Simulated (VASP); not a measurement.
Consider the following.

```xyz
1
Lattice="0.0000 1.9450 1.9450 1.9450 0.0000 1.9450 1.9450 1.9450 0.0000" Properties=species:S:1:pos:R:3 pbc="T T T"
Pd     0.0000     0.0000     0.0000
```

Computed with optB86b-vdW, VASP's PBE PAW potentials (set 64) (plane waves; VASP). Run with 520 eV cut-off, 14×14×14 Γ-centred mesh, first-order Methfessel-Paxton smearing of 0.10 eV, potentials Pd.

Problem. The ions, cell shape and volume are relaxed. Give the cell that the relaxation ends in.

Solution. 
```xyz
1
Lattice="0.0000 1.9529 1.9529 1.9529 0.0000 1.9529 1.9529 1.9529 0.0000" Properties=species:S:1:pos:R:3 pbc="T T T"
Pd     0.0000     0.0000     0.0000
```
Space group Fm-3m (225), at a tolerance of 0.03 Å.

Problem. How do energy and volume change from the first to the last step?

Solution. The energy (σ→0) changes by -1.3 meV/atom and the volume by +1.2 %, in 3 ionic steps.

The compound is Pd in the fcc structure. This run relaxes it. Symmetry was kept, so distortions that lower it aren't found.
